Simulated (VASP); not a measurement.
Given:

```xyz
3
Lattice="2.0477 -3.5467 0.0000 2.0477 3.5467 0.0000 0.0000 0.0000 5.5534" Properties=species:S:1:pos:R:3 pbc="T T T"
Te     2.0477     1.1822     1.3683
Te     2.0477    -1.1822     4.1852
Pt     0.0000     0.0000     5.5534
```

Level of theory: revPBE GGA, VASP's PBE PAW potentials (set 64) (plane waves; VASP 6.6.1). Numerical set-up: 520 eV cut-off, Gaussian smearing of 0.050 eV, potentials Te Pt.

Unless said otherwise, spin-orbit coupling is left out, though it shifts the bands of the heavy elements here.

Q: Predict the band gap (along the path) with the smallest direct gap where there is one.

A: 
| Item | Result |
|---|---|
| band gap (along the path) | none (metal, semimetal or under 0.01 eV) |

The absolute energy has meaning only against runs of the same code, potentials and settings.

The compound is PtTe2 in the 1T layered structure. It was relaxed first, which changed the volume by +10 %.
